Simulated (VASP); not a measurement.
```
CELL_PARAMETERS angstrom
      0.00000     3.07170     3.07170
      3.07170     0.00000     3.07170
      3.07170     3.07170     0.00000
ATOMIC_POSITIONS crystal
  In 0.00000 0.00000 0.00000
  As 0.25000 0.25000 0.25000
```

Computed with optB86b-vdW, VASP's PBE PAW potentials (set 64) (plane waves; VASP). Numerical set-up: 520 eV cut-off, Gaussian smearing of 0.050 eV, potentials In_d As.

Problem. Give the energies of bands 7 to 12 at the high-symmetry points, in eV from the Fermi level.

Solution. 
| band | Γ | X | U | L | W |
|---|---|---|---|---|---|
| 7 | -0.54 | -5.68 | -5.55 | -5.57 | -5.55 |
| 8 | 0.00 | -2.18 | -3.07 | -0.93 | -2.77 |
| 9 | 0.00 | -2.18 | -1.82 | -0.93 | -2.68 |
| 10 | 0.00 | 1.57 | 2.07 | 0.78 | 3.95 |
| 11 | 3.84 | 2.00 | 4.11 | 4.60 | 4.24 |
| 12 | 3.84 | 8.87 | 7.05 | 4.60 | 4.80 |

It has no gap at this level: it comes out as a metal or semimetal.

The compound is InAs in the zinc blende structure. It was relaxed first.
